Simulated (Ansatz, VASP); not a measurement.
**MgB2: VASP beside Ansatz**

Aim: how closely do two programs agree when they are given the same cell, functional and k mesh? The cell is taken from a series of VASP runs on this material, whose earlier steps may have relaxed, scaled or displaced it; both programs get it as it stands.

Main program and level: Ansatz 0.2.0; plane waves, with VASP 6.6.1 beside it; relaxation of cell and atoms at PBE.

**1. Set-up**

It takes space group P6/mmm (No. 191, hexagonal). The conventional cell has a = 3.085 Å, b = 3.085 Å, c = 3.523 Å, α = 90.00°, β = 90.00°, γ = 120.00°. Nearest to Mg lie 12 B at 2.51 Å. B has 3 B at 1.78 Å and 6 Mg at 2.51 Å nearest. Farther neighbours are not listed.

**2. Ansatz: relaxation of cell and atoms, PBE**

Ansatz runs on its default PAW (the set named soft_2) files.

The relaxed volume is the usual yardstick between codes: its relative difference is about their pressure difference at one cell divided by the bulk modulus.

Contents of input.yaml:

```yaml
crystal:
  lattice:
    - [3.085, 0.0, 0.0]
    - [-1.5425, 2.6716883707, 0.0]
    - [0.0, 0.0, 3.523]
  atoms:
    - { symbol: Mg, position: [0.0, 0.0, 0.0] }
    - { symbol: B, position: [0.6666666667, 0.3333333333, 0.5] }
    - { symbol: B, position: [0.3333333333, 0.6666666667, 0.5] }
hamiltonian:
  xc: pbe
  pseudopotentials: { kind: paw }
kpoints:
  mp_grid: { grid: [12, 12, 10] }
scf:
  occupations: { method: gaussian, width: 0.05 }
relax:
  f_tol: 0.01
  max_steps: 60
  cell: { stress_tol: 0.05 }
output:
  forces: true
  stress: true
```

Started as:

```console
> ansatz run input.yaml --threads 4 --pin off --max-ram 9216MiB --backend cpu --events-out ev --progress --plain --runs-dir out
```

Numbers of over 12 decimals in the logs are rounded to 6 here.

The log of the run:

```text
Engine: ansatz 0.2.0, aarch64-unknown-linux-gnu
Pseudopotentials: kind: paw
Pseudopotential: Mg, paw, valence charge 10, recommended cutoff 420 eV (normal), Mg.paw.azcp
Pseudopotential: B, paw, valence charge 3, recommended cutoff 420 eV (normal), B.paw.azcp
Functional definition: PBE
  parameter kappa = 0.804
  parameter beta = 0.066725
  exchange = pbe_x(kappa = kappa, mu = beta*pi^2/3)
  correlation = pbe_c(beta = beta)
Crystal: 3 atoms, lattice volume = 29.037 Å³
Basis set: ecut = 420 eV, 563 PW (Γ), exchange–correlation on 48×48×48 points (8 copies of the dense FFT grid, shifted against one another)
Bands: 12, of which v1, the nominal top of the filled ones, is band 8 counted from 1 (7 counted from 0)
Symmetry: 24 space group operations
Space group: P6/mmm (ITA 191), of the structure as read, at distance tolerance 3.1e-5 Å
k-points: 114 of 1440
Non-local potential: Mg, projectors of the file, l = 0: 3, l = 1: 2, l = 2: 1
Non-local potential: B, projectors of the file, l = 0: 2, l = 1: 2, l = 2: 1
PAW form: soft (Blöchl's): semilocal exchange-correlation on the pseudo side does not see the compensation charge
PAW one-centre angular grid: Mg, 110 points (default); XC on 64 Gauss nodes
PAW one-centre angular grid: B, 110 points (default); XC on 64 Gauss nodes
Initial density: superposition of atomic densities (neutral atoms: chi_scale 0, normalization atom), corrected by the library's trained network
Initial wavefunctions: pseudopotential atomic-orbital guess
Functional: x = pbe(κ = 0.804, μ = 0.219515), c = pbe(β = 0.066725)
SCF iter   1: F=—  HF=-2236.019110 eV  |F-HF|=—  |Δ(HF+E_count)|=         —  Δρ=1.34e-3  dr2=4.86e-4  ethr=1.77e-3  ⟨swp⟩=5.2  Hψ=7382  notcnv=0
preconditioner: auto → none  [insulator: Δε(μ)=0.086 eV  Ē_g=11.148 eV  σ=0.050 eV  W_gap=0.65  n_scr=8 (ndim 8)  ℏωp=19.5 eV  f_vac=0.000  D(μ)=0.32/eV (n_scr^D=0)  ε∞_Penn≈4.1]
SCF iter   2: F=—  HF=-2236.019783 eV  |F-HF|=—  |Δ(HF+E_count)|=   6.73e-4  Δρ=6.23e-4  dr2=5.83e-5  ethr=3.04e-6  ⟨swp⟩=2.0  Hψ=3006  notcnv=0
SCF iter   3: F=—  HF=-2236.019834 eV  |F-HF|=—  |Δ(HF+E_count)|=   5.08e-5  Δρ=2.04e-4  dr2=6.07e-6  ethr=3.64e-7  ⟨swp⟩=2.1  Hψ=1825  notcnv=0
SCF iter   4: F=—  HF=-2236.019839 eV  |F-HF|=—  |Δ(HF+E_count)|=   5.34e-6  Δρ=3.10e-5  dr2=1.12e-7  ethr=3.79e-8  ⟨swp⟩=2.1  Hψ=1777  notcnv=0
iter 5 did not close the SCF: its close was put off for the readings that it lacked (scf_convergence_deferred on its scf_iter line)
SCF iter   5: F=-2236.019839 eV  HF=-2236.019839 eV  |F-HF|=8.94e-10  |Δ(HF+E_count)|=   6.52e-8  Δρ=2.75e-6  dr2=8.21e-10  ethr=6.98e-10  ⟨swp⟩=2.0  Hψ=2214  notcnv=0
SCF iter   6: F=-2236.019839 eV  HF=-2236.019839 eV  |F-HF|=3.64e-12  |Δ(HF+E_count)|=   1.05e-9  Δρ=1.75e-7  dr2=3.06e-12  ethr=5.13e-12  ⟨swp⟩=1.2  Hψ=4150  notcnv=0
SCF 1 converged in 6 iterations: F = -2236.019839 eV  dr2 = 3.06e-12
  greatest PAW one-centre occupation: 1.000 electrons in one spin orbital (limit 2), on the Mg atom at site 0 (counted from 0), in its partial waves of l = 0
relax step   1: F+E_penalty+E_count = -2236.01983898 eV  Δ(F+E_penalty+E_count) = +0.000e0 eV  max|allowed force component| = 2.683e-16 eV/Å  Δτ_max = 0.0000 Å  P = -1.062 GPa  Ω = 29.037 Å³  (6 SCF iters, dr2 threshold 1.00e-7 eV, accepted)
[...]
relax step   2: F+E_penalty+E_count = -2236.02059995 eV  Δ(F+E_penalty+E_count) = -7.610e-4 eV  max|allowed force component| = 2.776e-17 eV/Å  Δτ_max = 0.0000 Å  P = -0.353 GPa  Ω = 28.897 Å³  energy of the carried Pulay correction = +1.560e-4 eV  (3 SCF iters, dr2 threshold 3.00e-7 eV, accepted)
[...]
relax step   3: F+E_penalty+E_count = -2236.02074715 eV  Δ(F+E_penalty+E_count) = -1.472e-4 eV  max|allowed force component| = 2.776e-17 eV/Å  Δτ_max = 0.0000 Å  P = +0.009 GPa  Ω = 28.831 Å³  energy of the carried Pulay correction = +2.314e-4 eV  (3 SCF iters, dr2 threshold 3.00e-7 eV, accepted)
[...]
relax step   4: F+E_penalty+E_count = -2236.02053098 eV  Δ(F+E_penalty+E_count) = +2.162e-4 eV  max|allowed force component| = 1.850e-17 eV/Å  Δτ_max = 0.0000 Å  P = +0.003 GPa  Ω = 28.831 Å³  stress off target by 4.56e-2 GPa  SCF on the basis re-selected at this cell (its energy is not comparable with the rows above)  (4 SCF iters)
basis re-selected at this cell: Δ(F+E_penalty+E_count) = +2.162e-4 eV, ΔP = -0.006 GPa vs the last step (what re-selecting the basis moved, of the pressure what is left beyond the Pulay correction that the steps carried, after the strain that the cell walked since its last selection, with what the two solves' SCF thresholds leave and, on support functions, any second-order correction that the steps lacked; it is no m [...]
SCF converged after 4 iterations
Free energy (F): -2236.020531 eV
Harris-Foulkes:  -2236.020531 eV  (|F-HF|=9.09e-13)
Internal energy: -2236.020109 eV  (E = F + TS)
E sigma→0 (E₀):  -2236.020320 eV
Entropy (-TS):   -0.000422 eV (-0.141 meV/atom)
Fermi energy:    9.248374 eV
--- Per-component energies (eV) ---
  E_band       = -292.275555
  E_kinetic    = 173.952406
  E_local      = -1518.037973  (includes V_loc(G=0)·N_el)
  E_nonlocal   = 118.098104
  E_hartree    = 540.389785
  E_xc         = -94.217132
  E_vxc        = -115.004399  (∫ρ·V_xc dr)
  E_paw        = -448.957967  (= ΣΔE_a)
  E_vpaw       = -32.063197  (= ΣTr[D̂ρ^β])
  E_aug_tail   = -0.000012  (compensation charges beyond the density's cutoff)
  E_ewald      = -1007.247319
  E_smearing   = -0.000422  (= −TS)
  E_closure    = 0.000000  (closes the sum)
  Σ components = -2236.020531   (vs F -2236.020531, Δ=0.00e0)
--- Forces (eV/Å), atoms counted from 1 ---
  atom   1  Mg    -0.00000000    -0.00000000     0.00000000
  atom   2  B      0.00000000     0.00000000     0.00000000
  atom   3  B     -0.00000000     0.00000000     0.00000000
  max |Σ_I F_I| component: 3.39e-32 eV/Å
--- Stress (GPa, compression-positive) ---
        0.027236       0.000000       0.000000
       -0.000000       0.027236       0.000000
        0.000000       0.000000      -0.045598
  P = ⅓ Tr σ = 0.0030 GPa (0.030 kbar)
--- Relaxed structure (3 steps of the walk, 3 accepted, 1 SCFs on fresh bases) ---
  F+E_penalty+E_count = -2236.02053098 eV   max|allowed force component| = 1.850e-17 eV/Å   (the final SCF, on the basis selected at the relaxed cell)
  cell:  # Å, volume = 28.8313 Å³
    - [3.077841, 0.0, 0.0]
    - [-1.538920, 2.665488, 0.0]
    - [0.0, 0.0, 3.514321]
  atoms:
    - { symbol: Mg, position: [0, 0, 0.0] }
    - { symbol: B, position: [0.666667, 0.333333, 0.5] }
    - { symbol: B, position: [0.333333, 0.666667, 0.5] }
```

Wall time 1.7 s (4 threads of Arm Neoverse V2, shared host); peak memory 0.33 GiB; 5.7 s of CPU time.

**3. VASP: relaxation of cell and atoms, PBE**

The same cell, functional, mesh and smearing now go to VASP, with its own data sets and cutoff.

Lines of VASP's logs that name or quote its potential files are left out, and so is its time.

Contents of INCAR:

```
SYSTEM = MgB2
PREC = Accurate
ENCUT = 450
EDIFF = 1E-07
NELM = 100
ISMEAR = 0
SIGMA = 0.05
LREAL = .FALSE.
ALGO = Normal
GGA = PE
NBANDS = 10
LORBIT = 11
LWAVE = .FALSE.
LCHARG = .FALSE.
KPAR = 4
IBRION = 2
NSW = 50
ISIF = 3
EDIFFG = -0.002
```

Contents of POSCAR:

```
MgB2
1.0
    3.0850000000      0.0000000000      0.0000000000
   -1.5425000000      2.6716883707      0.0000000000
    0.0000000000      0.0000000000      3.5230000000
Mg B
1 2
Direct
    0.0000000000      0.0000000000      0.0000000000
    0.6666666667      0.3333333333      0.5000000000
    0.3333333333      0.6666666667      0.5000000000
```

Contents of KPOINTS:

```
Automatic mesh
0
Gamma
12 12 10
0 0 0
```

The projector-augmented-wave data sets are Mg and B (PBE family, release 64).

Started as:

```console
> mpirun -np 4 vasp_std
```

The log of the run:

```text
[banner, memory and clock lines left out]
running    4 mpi-ranks, on    1 nodes
 distrk:  each k-point on    1 cores,    4 groups
 distr:  one band on    1 cores,    1 groups

 POSCAR found type information on POSCAR MgB
 POSCAR found :  2 types and       3 ions
 LDA part: xc-table for (Slater+PW92), standard interpolation
 POSCAR, INCAR and KPOINTS ok, starting setup
 FFT: planning ... GRIDC
 FFT: planning ... GRID_SOFT
 FFT: planning ... GRID
 WAVECAR not read
 entering main loop
       N       E                     dE             d eps       ncg     rms          rms(c)
DAV:   1     0.195072228441E+01    0.19507E+01   -0.35940E+03  2480   0.596E+02
DAV:   2    -0.165690658847E+02   -0.18520E+02   -0.17343E+02  3054   0.100E+02
DAV:   3    -0.169995516525E+02   -0.43049E+00   -0.42735E+00  2988   0.135E+01
DAV:   4    -0.170004949459E+02   -0.94329E-03   -0.94321E-03  2940   0.651E-01
DAV:   5    -0.170004974676E+02   -0.25217E-05   -0.25216E-05  2820   0.328E-02    0.521E+00
DAV:   6    -0.155722061062E+02    0.14283E+01   -0.19373E+00  2534   0.675E+00    0.253E+00
DAV:   7    -0.153265572025E+02    0.24565E+00   -0.11073E+00  2598   0.507E+00    0.774E-01
DAV:   8    -0.153275518207E+02   -0.99462E-03   -0.14304E-01  2474   0.206E+00    0.431E-01
DAV:   9    -0.153180305326E+02    0.95213E-02   -0.25373E-02  2476   0.777E-01    0.624E-02
DAV:  10    -0.153179986576E+02    0.31875E-04   -0.12531E-03  2986   0.216E-01    0.272E-02
DAV:  11    -0.153179906779E+02    0.79797E-05   -0.12145E-04  2556   0.613E-02    0.693E-03
DAV:  12    -0.153179870539E+02    0.36240E-05   -0.14890E-05  2528   0.195E-02    0.101E-03
DAV:  13    -0.153179871134E+02   -0.59507E-07   -0.20834E-07  2800   0.356E-03
   1 F= -.15317987E+02 E0= -.15317783E+02  d E =-.153180E+02
[...]
2 F= -.15318825E+02 E0= -.15318628E+02  d E =-.837953E-03
[...]
3 F= -.15318931E+02 E0= -.15318733E+02  d E =-.944194E-03
 curvature:  -0.37 expect dE=-0.393E-04 dE for cont linesearch -0.124E-07
 trial: gam= 0.04569 g(F)=  0.299E-49 g(S)=  0.105E-03 ort =-0.914E-05 (trialstep = 0.950E+00)
 search vector abs. value=  0.110E-03
 bond charge predicted
       N       E                     dE             d eps       ncg     rms          rms(c)
DAV:   1    -0.153190255024E+02   -0.94124E-04   -0.14308E-03  2586   0.245E-01    0.250E-02
DAV:   2    -0.153189903761E+02    0.35126E-04   -0.70993E-05  2788   0.477E-02    0.115E-02
DAV:   3    -0.153189828631E+02    0.75129E-05   -0.28974E-05  2556   0.260E-02    0.220E-03
DAV:   4    -0.153189827291E+02    0.13403E-06   -0.78367E-07  2502   0.605E-03    0.720E-04
DAV:   5    -0.153189827085E+02    0.20572E-07   -0.56857E-08  1474   0.128E-03
   4 F= -.15318983E+02 E0= -.15318781E+02  d E =-.514011E-04
 trial-energy change:   -0.000051  1 .order   -0.000051   -0.000100   -0.000003
 step:   0.9806(harm=  0.9806)  dis= 0.00000  next Energy=   -15.318983 (dE=-0.515E-04)
 reached required accuracy - stopping structural energy minimisation
```

From OUTCAR (step 3):

```text
ion  position               nearest neighbor table
   1  0.000  0.000  0.000-   2 2.51   3 2.51   2 2.51   3 2.51   2 2.51   2 2.51   3 2.51   3 2.51
                             2 2.51   2 2.51   3 2.51   3 2.51
   2  0.667  0.333  0.500-   3 1.78   3 1.78   3 1.78   1 2.51   1 2.51   1 2.51   1 2.51   1 2.51
                             1 2.51
   3  0.333  0.667  0.500-   2 1.78   2 1.78   2 1.78   1 2.51   1 2.51   1 2.51   1 2.51   1 2.51
                             1 2.51

  LATTYP: Found a hexagonal cell.
 ALAT       =     3.0850000000
 C/A-ratio  =     1.1419773096

 Subroutine GETGRP returns: Found 24 space group operations
 (whereof 24 operations were pure point group operations)

The static configuration has the point symmetry D_6h.

 Found    114 irreducible k-points:

   k-points           NKPTS =    114   k-points in BZ     NKDIM =    114   number of bands    NBANDS=     10

   dimension x,y,z NGX =    24 NGY =   24 NGZ =   24
   dimension x,y,z NGXF=    48 NGYF=   48 NGZF=   48

   ENCUT  =  450.0 eV  33.07 Ry    5.75 a.u.   5.34  5.34  6.09*2*pi/ulx,y,z

   NELECT =       8.0000    total number of electrons

 k-points in reciprocal lattice and weights: Automatic mesh
   0.00000000  0.00000000  0.00000000       0.001
   0.08333333 -0.00000000  0.00000000       0.004
   0.16666667 -0.00000000  0.00000000       0.004
   0.25000000  0.00000000  0.00000000       0.004
   0.33333333 -0.00000000  0.00000000       0.004
   0.41666667  0.00000000  0.00000000       0.004
   0.50000000  0.00000000  0.00000000       0.002
   0.08333333  0.08333333  0.00000000       0.004
   0.16666667  0.08333333  0.00000000       0.008
[...]
0.33333333  0.25000000  0.50000000       0.008
   0.33333333  0.33333333  0.50000000       0.001

 average (electrostatic) potential at core
       1 -35.6899       2 -26.1475       3 -26.1475

 E-fermi :   5.2579

 k-point     1 :       0.0000    0.0000    0.0000
  band No.  band energies     occupation
      1      -7.1511      2.00000
      2       2.3773      2.00000
      3       5.6699      0.00000
      4       5.6699      0.00000
      5       7.0263      0.00000
      6      11.6363      0.00000
      7      11.6363      0.00000
    ...

 k-point     2 :       0.0833   -0.0000    0.0000
  band No.  band energies     occupation
      1      -7.0301      2.00000
      2       2.4953      2.00000
      3       5.0562      2.00000
      4       5.3844      0.00035
      5       7.1335      0.00000
      6      11.5533      0.00000
      7      12.1668      0.00000
      8      13.7322      0.00000
    ...

 k-point     3 :       0.1667   -0.0000    0.0000
  band No.  band energies     occupation
      1      -6.6684      2.00000
      2       2.8467      2.00000
      3       3.6222      2.00000
      4       4.7563      2.00000
      5       7.4640      0.00000
      6      11.1683      0.00000
      7      13.5190      0.00000
      8      13.7229      0.00000
      9      14.3861      0.00000
    ...

  Total        0.0017744      0.0017744     -0.0016335      0.0000000      0.0000000      0.0000000
  in kB        0.0987671      0.0987671     -0.0909217      0.0000000      0.0000000      0.0000000
  external PRESSURE =       0.0355375 kB  Pullay stress =       0.0000000 kB

  energy-cutoff  :      450.00
  volume of cell :       28.78
      direct lattice vectors                 reciprocal lattice vectors
     3.077464327 -0.000000000  0.000000000     0.324942841  0.187605836 -0.000000000
    -1.538732163  2.665162286 -0.000000000     0.000000000  0.375211673 -0.000000000
     0.000000000  0.000000000  3.509488635     0.000000000  0.000000000  0.284941798

 POSITION                                       TOTAL-FORCE (eV/Angst)
 -----------------------------------------------------------------------------------
      3.07746     -0.00000      0.00000        -0.000000      0.000000      0.000000
      1.53873      0.88839      1.75474        -0.000000     -0.000000     -0.000000
     -0.00000      1.77677      1.75474         0.000000      0.000000      0.000000
 -----------------------------------------------------------------------------------
    total drift:                                0.000000     -0.000000      0.000000

  FREE ENERGIE OF THE ION-ELECTRON SYSTEM (eV)
  ---------------------------------------------------
  free  energy   TOTEN  =       -15.3189827085 eV

  energy  without entropy=      -15.3185799240  energy(sigma->0) =      -15.31878132

 reached required accuracy - stopping structural energy minimisation

 total charge
# of ion       s       p       d       tot
------------------------------------------
    1        0.159   0.179   0.057   0.395
    2        0.688   1.234   0.000   1.923
    3        0.688   1.234   0.000   1.923
--------------------------------------------------
tot          1.536   2.647   0.057   4.241

[... 3 further parts left out ...]
```

CONTCAR:

```
MgB2
   1.00000000000000
     3.0774643266053623   -0.0000000000000000    0.0000000000000000
    -1.5387321633026811    2.6651622861054380   -0.0000000000000000
     0.0000000000000000    0.0000000000000000    3.5094886349120591
  Mg              B
     1     2
Direct
     1.0000000000000000    0.0000000000000000    0.0000000000000000
     0.6666666667000030    0.3333333332999970    0.5000000000000000
     0.3333333332999970    0.6666666667000030    0.5000000000000000
```

The run keeps the 24 symmetry operations of its start, so it cannot find a distortion of lower symmetry.

**4. Differences**

Known differences besides the potentials themselves: both relaxations stop at a tolerance, which leaves soft axes loose, and VASP keeps its plane-wave basis; the data sets hold 16 valence electrons in Ansatz (default PAW (the set named soft_2) files) and 8 in VASP; the cutoff is 420 eV in Ansatz and 450 eV in VASP; VASP leaves aspherical gradient terms in its spheres out (LASPH is not set), Ansatz keeps them; Ansatz adds a Pulay correction to the stress that steers its cell, VASP none. Total energies have different zeros and are not compared.

The two programs side by side:

```
                                         quantity  Ansatz   VASP  difference
                                      volume (Å³)   28.83  28.78     +0.16 %
edge a after relaxation, in the typed setting (Å)   3.078  3.078     +0.01 %
edge c after relaxation, in the typed setting (Å)   3.514  3.510     +0.14 %
```

The walks stopped with 0.00 GPa left in Ansatz and 0.00 GPa in VASP; each walk ends within a tolerance, so the volume difference is uncertain by about these residues over the bulk modulus, most in soft cells.

**5. Results**

```yaml
difference_in_volume_relaxation_of_cell_and_atoms_pbe: 0.16 %
```

**Reading.** The difference in volume is 0.16 % (relaxation of cell and atoms, PBE), within the 1.2 % picked in this series as the mark of a large difference, as far as the stopping tolerances let one tell. Such differences can come from data sets, numerical settings and the points named under the comparisons, not from the functional's error against experiment.

[Lines on the potential files, build, host, timing and source positions are cut from VASP's logs without a mark.]

[Logs are printed without paths, hosts, clocks, repeated set-up lines and the standing remarks that a program may print on its own settings, such as how far it seeks lower states.]

[Hosts, paths, dates, database ids (printed as entryN), source tags and the programs' standing remarks are cut or masked in the printed files.]
